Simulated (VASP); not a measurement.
# Ni(111): what the settings do to the level below the vacuum, part 4 of 6

Aim: find which settings matter for a slab model of Ni(111), and what they cost.

VASP 6.6.1, plane waves and PAW; the level of theory is named at each step.

Still holding for the runs below: The magnetic state follows from one typed start and may not be the lowest.

So far. Step 5 (Another mesh, mesh points along a 18, k-mesh 18×18×1): Against the base run its depth below the vacuum changes by +0.01 eV and the energy by -2.6 meV an atom. Step 9 (Another vacuum, vacuum width 24): Against the base run its depth below the vacuum changes by +0.01 eV and the energy by -0.0 meV an atom.

## Step 11: A lower cutoff, ENCUT 210

Level of this step: PBE, spin-polarised from a ferromagnetic start; plane waves and PAW (Ni) (VASP).

A lower cutoff is cheaper, and the test is whether a potential difference survives it better than the total energy.

INCAR

```
SYSTEM = Ni
PREC = Normal
ENCUT = 210
EDIFF = 1E-06
NELM = 120
ISMEAR = 1
SIGMA = 0.1
LREAL = .FALSE.
ALGO = Normal
GGA = PE
NBANDS = 46
ISPIN = 2
MAGMOM = 1 1 1 1 1 1 1
LMAXMIX = 4
LORBIT = 11
LWAVE = .FALSE.
LCHARG = .FALSE.
KPAR = 4
IDIPOL = 3
LDIPOL = .TRUE.
DIPOL = 0.5 0.5 0.5
LVHAR = .TRUE.
LVACPOTAV = .TRUE.
```

POSCAR

```
Ni
1.0
    2.4890158698      0.0000000000      0.0000000000
    1.2445079349      2.1555509736      0.0000000000
    0.0000000000      0.0000000000     30.1936376853
Ni
7
Direct
    0.0000000000      0.0000000000      0.2980760415
    0.3333333333      0.3333333333      0.3653840277
    0.6666666667      0.6666666667      0.4326920138
    0.0000000000      0.0000000000      0.5000000000
    0.3333333333      0.3333333333      0.5673079862
    0.6666666667      0.6666666667      0.6346159723
    0.0000000000      0.0000000000      0.7019239585
```

KPOINTS

```
Automatic mesh
0
Gamma
12 12 1
0 0 0
```

The projector-augmented-wave data sets are Ni (PBE family, release 64).

Launch:

```console
$ mpirun -np 4 vasp_std
```

The program printed:

```text
[... set-up lines as in an earlier step ...]
 entering main loop
       N       E                     dE             d eps       ncg     rms          rms(c)
DAV:   1     0.292328615589E+03    0.29233E+03   -0.19956E+04  3718   0.848E+02
DAV:   2    -0.293869142325E+02   -0.32172E+03   -0.30513E+03  3562   0.238E+02
DAV:   3    -0.437806547659E+02   -0.14394E+02   -0.13992E+02  3790   0.674E+01
DAV:   4    -0.439119281530E+02   -0.13127E+00   -0.13118E+00  4010   0.590E+00
[...]
DAV:  60    -0.351065117793E+02   -0.56036E-05   -0.56991E-07  2204   0.518E-03    0.376E-03
DAV:  61    -0.351065129959E+02   -0.12165E-05   -0.97477E-08  2030   0.287E-03    0.383E-03
DAV:  62    -0.351065136891E+02   -0.69321E-06   -0.32095E-08  1970   0.134E-03
 [... a notice as in an earlier step ...]

   1 F= -.35106514E+02 E0= -.35104930E+02  d E =-.475229E-02  mag=     4.3044
 [... a notice as in an earlier step ...]
```

Wall time 83 s (4 MPI ranks of Intel Xeon Platinum 8488C (Sapphire Rapids), shared host); peak memory 0.7 GiB.

From OUTCAR (step 11):

```text
  Total      -40.7537821    -40.7537821    -39.6010972      0.0000000      0.0000000      0.0000000
  in kB     -403.0668669   -403.0668669   -391.6664750      0.0000000      0.0000000      0.0000000
  external PRESSURE =    -399.2667363 kB  Pullay stress =       0.0000000 kB

 POSITION                                       TOTAL-FORCE (eV/Angst)
 -----------------------------------------------------------------------------------
      0.00000      0.00000      9.00000        -0.000000      0.000000      0.323473
      1.24451      0.71852     11.03227         0.000000      0.000000     -0.151714
      2.48902      1.43703     13.06455         0.000000      0.000000     -0.034030
      0.00000      0.00000     15.09682        -0.000000      0.000000      0.000000
      1.24451      0.71852     17.12909        -0.000000     -0.000000      0.034030
      2.48902      1.43703     19.16136        -0.000000     -0.000000      0.151714
      0.00000      0.00000     21.19364         0.000000     -0.000000     -0.323473
 -----------------------------------------------------------------------------------
    total drift:                               -0.000000     -0.000000      0.000000

  FREE ENERGIE OF THE ION-ELECTRON SYSTEM (eV)
  ---------------------------------------------------
  free  energy   TOTEN  =       -35.1065136891 eV

  energy  without entropy=      -35.1017613986  energy(sigma->0) =      -35.10492959

 magnetization (x)
# of ion       s       p       d       tot
------------------------------------------
    1       -0.005  -0.022   0.652   0.625
    2       -0.008  -0.025   0.691   0.658
    3       -0.004  -0.023   0.648   0.620
    4       -0.008  -0.024   0.651   0.618
    5       -0.004  -0.023   0.648   0.620
    6       -0.008  -0.025   0.691   0.658
    7       -0.005  -0.022   0.652   0.625
--------------------------------------------------
tot         -0.042  -0.163   4.631   4.425

[... 1 part as in an earlier step ...]

[... 2 further parts left out ...]
[key lines of the parts left out:]
E-fermi :   1.6238
```

This step gave:

```
electronic cycles                                 : 62
free energy (TOTEN)                               : -35.11 eV
energy at zero smearing                           : -35.10 eV
Fermi energy                                      : 1.624 eV
moment of the cell, from the last line of the log : 4.304 μB
highest filled level below the vacuum             : 5.120 eV
```

Spin moment in the PAW sphere by atom:

```csv
atom,spin moment in the PAW sphere (μB)
Ni1,0.625
Ni2,0.658
Ni3,0.620
Ni4,0.618
Ni5,0.620
Ni6,0.658
Ni7,0.625
```

Against the base run its depth below the vacuum changes by +0.08 eV and the energy by +272.1 meV an atom. The program printed no vacuum level, so the number is read from the planar average a third of the way across the gap.

## Step 12: A lower cutoff, ENCUT 280

INCAR: that of step 11 with these lines changed.

```diff
@@ -2,3 +2,3 @@
 PREC = Normal
-ENCUT = 210
+ENCUT = 280
 EDIFF = 1E-06
```

POSCAR is that of step 11.

KPOINTS is that of step 11.

Launch:

```console
$ mpirun -np 4 vasp_std
```

The program printed:

```text
[... set-up lines as in an earlier step ...]
 entering main loop
       N       E                     dE             d eps       ncg     rms          rms(c)
DAV:   1     0.394295360319E+03    0.39430E+03   -0.22660E+04  3534   0.114E+03
DAV:   2    -0.149983678307E+02   -0.40929E+03   -0.39060E+03  3520   0.297E+02
DAV:   3    -0.434857717178E+02   -0.28487E+02   -0.26986E+02  3766   0.108E+02
DAV:   4    -0.438801082795E+02   -0.39434E+00   -0.39315E+00  3956   0.136E+01
[...]
DAV:  46    -0.369911722757E+02   -0.40377E-05   -0.47404E-07  2242   0.720E-03    0.633E-03
DAV:  47    -0.369911748262E+02   -0.25504E-05   -0.26764E-07  2220   0.308E-03    0.594E-03
DAV:  48    -0.369911753859E+02   -0.55974E-06   -0.79588E-08  2116   0.196E-03
 [... a notice as in an earlier step ...]

   1 F= -.36991175E+02 E0= -.36990209E+02  d E =-.289860E-02  mag=     4.7205
```

Run time: 82 s. Hardware: 4 MPI ranks; peak memory 0.82 GiB.

OUTCAR, selected parts (step 12):

```text
  Total       -2.6919358     -2.6919358     -2.0066968     -0.0000000      0.0000000     -0.0000000
  in kB      -26.6240354    -26.6240354    -19.8468204     -0.0000000      0.0000000     -0.0000000
  external PRESSURE =     -24.3649637 kB  Pullay stress =       0.0000000 kB

 POSITION                                       TOTAL-FORCE (eV/Angst)
 -----------------------------------------------------------------------------------
      0.00000      0.00000      9.00000        -0.000000      0.000000      0.159580
      1.24451      0.71852     11.03227        -0.000000     -0.000000     -0.127335
      2.48902      1.43703     13.06455         0.000000      0.000000     -0.050092
      0.00000      0.00000     15.09682        -0.000000     -0.000000      0.000000
      1.24451      0.71852     17.12909        -0.000000     -0.000000      0.050092
      2.48902      1.43703     19.16136         0.000000      0.000000      0.127335
      0.00000      0.00000     21.19364        -0.000000     -0.000000     -0.159580
 -----------------------------------------------------------------------------------
    total drift:                               -0.000000     -0.000000      0.000000

  FREE ENERGIE OF THE ION-ELECTRON SYSTEM (eV)
  ---------------------------------------------------
  free  energy   TOTEN  =       -36.9911753859 eV

  energy  without entropy=      -36.9882767862  energy(sigma->0) =      -36.99020919

 magnetization (x)
# of ion       s       p       d       tot
------------------------------------------
    1       -0.005  -0.024   0.708   0.678
    2       -0.006  -0.025   0.752   0.720
    3       -0.005  -0.025   0.714   0.684
    4       -0.007  -0.026   0.703   0.670
    5       -0.005  -0.025   0.714   0.684
    6       -0.006  -0.025   0.752   0.720
    7       -0.005  -0.024   0.708   0.678
--------------------------------------------------
tot         -0.039  -0.177   5.049   4.833

[... 1 part as in an earlier step ...]

[... 2 further parts left out ...]
[key lines of the parts left out:]
E-fermi :   1.7817
```

This step gave:

```
electronic cycles                                 : 48
free energy (TOTEN)                               : -36.99 eV
energy at zero smearing                           : -36.99 eV
Fermi energy                                      : 1.782 eV
moment of the cell, from the last line of the log : 4.721 μB
vacuum levels                                     : 6.809, 6.809 eV
work functions of the upper and lower face        : 5.027, 5.027 eV
highest filled level below the vacuum             : 5.027 eV
```

Spin moment in the PAW sphere by atom:

```csv
atom,spin moment in the PAW sphere (μB)
Ni1,0.678
Ni2,0.720
Ni3,0.684
Ni4,0.670
Ni5,0.684
Ni6,0.720
Ni7,0.678
```

Against the base run its depth below the vacuum changes by -0.01 eV and the energy by +2.8 meV an atom.

## Step 13: Another smearing width, SIGMA 0.02

The width trades sharpness at the Fermi level against the mesh needed.

INCAR: that of step 12 with these lines changed.

```diff
@@ -2,3 +2,3 @@
 PREC = Normal
-ENCUT = 280
+ENCUT = 350
 EDIFF = 1E-06
@@ -6,3 +6,3 @@
 ISMEAR = 1
-SIGMA = 0.1
+SIGMA = 0.02
 LREAL = .FALSE.
```

POSCAR is that of step 12.

KPOINTS is that of step 12.

Launch:

```console
$ mpirun -np 4 vasp_std
```

The program printed:

```text
[... set-up lines as in an earlier step ...]
 entering main loop
       N       E                     dE             d eps       ncg     rms          rms(c)
DAV:   1     0.450222378948E+03    0.45022E+03   -0.25402E+04  3520   0.137E+03
DAV:   2    -0.784410287814E+01   -0.45807E+03   -0.43902E+03  3514   0.329E+02
DAV:   3    -0.432631304874E+02   -0.35419E+02   -0.33239E+02  3688   0.126E+02
DAV:   4    -0.438860234924E+02   -0.62289E+00   -0.61583E+00  3938   0.186E+01
[...]
DAV:  49    -0.370079509313E+02   -0.12920E-04   -0.23418E-06  2664   0.133E-02    0.248E-02
DAV:  50    -0.370079606744E+02   -0.97430E-05   -0.23088E-06  2462   0.132E-02    0.192E-02
DAV:  51    -0.370079616625E+02   -0.98816E-06   -0.87402E-06  2876   0.289E-02
 [... a notice as in an earlier step ...]

   1 F= -.37007962E+02 E0= -.37007942E+02  d E =-.582135E-04  mag=     4.8671
```

Run time: 2.1 min. Hardware: 4 MPI ranks; peak memory 0.97 GiB; 8.5 min of CPU time.

Parts of OUTCAR (step 13):

```text
  Total       -1.8959919     -1.8959919     -1.0449883      0.0000000      0.0000000      0.0000000
  in kB      -18.7519163    -18.7519163    -10.3352409      0.0000000      0.0000000      0.0000000
  external PRESSURE =     -15.9463578 kB  Pullay stress =       0.0000000 kB

 POSITION                                       TOTAL-FORCE (eV/Angst)
 -----------------------------------------------------------------------------------
      0.00000      0.00000      9.00000         0.000000      0.000000      0.174399
      1.24451      0.71852     11.03227        -0.000000      0.000000     -0.133086
      2.48902      1.43703     13.06455        -0.000000      0.000000     -0.060934
      0.00000      0.00000     15.09682        -0.000000     -0.000000      0.000000
      1.24451      0.71852     17.12909         0.000000     -0.000000      0.060934
      2.48902      1.43703     19.16136         0.000000     -0.000000      0.133086
      0.00000      0.00000     21.19364        -0.000000      0.000000     -0.174399
 -----------------------------------------------------------------------------------
    total drift:                                0.000000      0.000000      0.000000

  FREE ENERGIE OF THE ION-ELECTRON SYSTEM (eV)
  ---------------------------------------------------
  free  energy   TOTEN  =       -37.0079616625 eV

  energy  without entropy=      -37.0079034490  energy(sigma->0) =      -37.00794226

 magnetization (x)
# of ion       s       p       d       tot
------------------------------------------
    1       -0.003  -0.023   0.725   0.698
    2       -0.006  -0.025   0.766   0.736
    3       -0.005  -0.025   0.733   0.703
    4       -0.006  -0.026   0.722   0.690
    5       -0.005  -0.025   0.733   0.703
    6       -0.006  -0.025   0.766   0.736
    7       -0.003  -0.023   0.725   0.698
--------------------------------------------------
tot         -0.034  -0.171   5.168   4.963

[... 2 parts as in an earlier step ...]

[... 1 further part left out ...]
[key lines of the parts left out:]
E-fermi :   1.7863
```

Numbers from this step:

- electronic cycles: 51
- free energy (TOTEN): -37.01 eV
- Fermi energy: 1.786 eV
- moment of the cell, from the last line of the log: 4.867 μB
- vacuum levels: 6.832, 6.832 eV
- work functions of the upper and lower face: 5.046, 5.046 eV
- highest filled level below the vacuum: 5.046 eV

Against the base run its depth below the vacuum changes by +0.01 eV and the energy by +0.2 meV an atom.

## Step 14: Another smearing width, SIGMA 0.4

INCAR: that of step 13 with these lines changed.

```diff
@@ -6,3 +6,3 @@
 ISMEAR = 1
-SIGMA = 0.02
+SIGMA = 0.4
 LREAL = .FALSE.
```

POSCAR is that of step 13.

KPOINTS is that of step 13.

Launch:

```console
$ mpirun -np 4 vasp_std
```

The program printed:

```text
[... set-up lines as in an earlier step ...]
 entering main loop
       N       E                     dE             d eps       ncg     rms          rms(c)
DAV:   1     0.450223064502E+03    0.45022E+03   -0.25402E+04  3520   0.137E+03
DAV:   2    -0.783934768201E+01   -0.45806E+03   -0.43899E+03  3514   0.329E+02
DAV:   3    -0.432528669252E+02   -0.35414E+02   -0.33287E+02  3688   0.126E+02
DAV:   4    -0.438757589262E+02   -0.62289E+00   -0.61551E+00  3938   0.186E+01
[...]
DAV:  44    -0.370432499814E+02   -0.51560E-05   -0.39964E-07  2092   0.484E-03    0.882E-03
DAV:  45    -0.370432522394E+02   -0.22580E-05   -0.41019E-07  2090   0.932E-03    0.410E-03
DAV:  46    -0.370432529686E+02   -0.72919E-06   -0.15492E-07  2054   0.334E-03
 [... a notice as in an earlier step ...]

   1 F= -.37043253E+02 E0= -.37026794E+02  d E =-.493779E-01  mag=     4.7820
```

Run time: 1.9 min. Hardware: 4 MPI ranks; peak memory 0.98 GiB; 7.7 min of CPU time.

Parts of OUTCAR (step 14):

```text
  Total       -1.9061663     -1.9061663     -0.9588631      0.0000000      0.0000000      0.0000000
  in kB      -18.8525442    -18.8525442     -9.4834377      0.0000000      0.0000000      0.0000000
  external PRESSURE =     -15.7295087 kB  Pullay stress =       0.0000000 kB

 POSITION                                       TOTAL-FORCE (eV/Angst)
 -----------------------------------------------------------------------------------
      0.00000      0.00000      9.00000        -0.000000      0.000000      0.159086
      1.24451      0.71852     11.03227         0.000000      0.000000     -0.134535
      2.48902      1.43703     13.06455         0.000000     -0.000000     -0.030543
      0.00000      0.00000     15.09682        -0.000000      0.000000      0.000000
      1.24451      0.71852     17.12909         0.000000      0.000000      0.030543
      2.48902      1.43703     19.16136         0.000000     -0.000000      0.134535
      0.00000      0.00000     21.19364         0.000000      0.000000     -0.159086
 -----------------------------------------------------------------------------------
    total drift:                                0.000000      0.000000      0.000000

  FREE ENERGIE OF THE ION-ELECTRON SYSTEM (eV)
  ---------------------------------------------------
  free  energy   TOTEN  =       -37.0432529686 eV

  energy  without entropy=      -36.9938750873  energy(sigma->0) =      -37.02679367

 magnetization (x)
# of ion       s       p       d       tot
------------------------------------------
    1       -0.005  -0.025   0.745   0.716
    2       -0.007  -0.026   0.751   0.717
    3       -0.006  -0.026   0.707   0.675
    4       -0.007  -0.026   0.705   0.672
    5       -0.006  -0.026   0.707   0.675
    6       -0.007  -0.026   0.751   0.717
    7       -0.005  -0.025   0.745   0.716
--------------------------------------------------
tot         -0.042  -0.181   5.112   4.889

[... 2 parts as in an earlier step ...]

[... 1 further part left out ...]
[key lines of the parts left out:]
E-fermi :   1.7696
```

Numbers from this step:

| Property | Result |
| --- | --- |
| electronic cycles | 46 |
| free energy (TOTEN) | -37.04 eV |
| energy at zero smearing | -37.03 eV |
| Fermi energy | 1.770 eV |
| moment of the cell, from the last line of the log | 4.782 μB |
| vacuum levels | 6.816, 6.816 eV |

Spin moment in the PAW sphere by atom:

```csv
atom,spin moment in the PAW sphere (μB)
Ni1,0.716
Ni2,0.717
Ni3,0.675
Ni4,0.672
Ni5,0.675
Ni6,0.717
Ni7,0.716
```

Against the base run its depth below the vacuum changes by +0.01 eV and the energy by -2.5 meV an atom.

## Step 15: All levels side by side

Times are for 4 MPI ranks of Intel Xeon Platinum 8488C (Sapphire Rapids), shared host. The runs compared:

```csv
no.,run,electronic cycles,cutoff used less the lowest (eV),free energy (TOTEN) (eV),"moment of the cell, from the last line of the log (μB)",highest filled level below the vacuum (eV),time,memory (GiB)
1,base run,51,140,-37.01,4.735,5.037,1.9 min,0.98
2,series over the cutoff,62,0,-35.11,4.304,5.120,83 s,0.7
3,series over the cutoff,48,70,-36.99,4.721,5.027,82 s,0.82
4,series over the smearing,51,140,-37.01,4.867,5.046,2.1 min,0.97
5,series over the smearing,46,140,-37.04,4.782,5.046,1.9 min,0.98
```

(Part 4 of 6 ends here.)

[Lines on the potential files, build, host, timing and source positions are cut from VASP's logs without a mark.]

[Logs are printed without paths, hosts, clocks, repeated set-up lines and the standing remarks that a program may print on its own settings, such as how far it seeks lower states.]

[Hosts, paths, dates, database ids (printed as entryN), source tags and the programs' standing remarks are cut or masked in the printed files.]

[In band tables of VASP the shares of atoms and orbitals are scaled to a sum of 1 inside the atoms' spheres.]

[Runs that stopped without an error message from VASP are left out.]
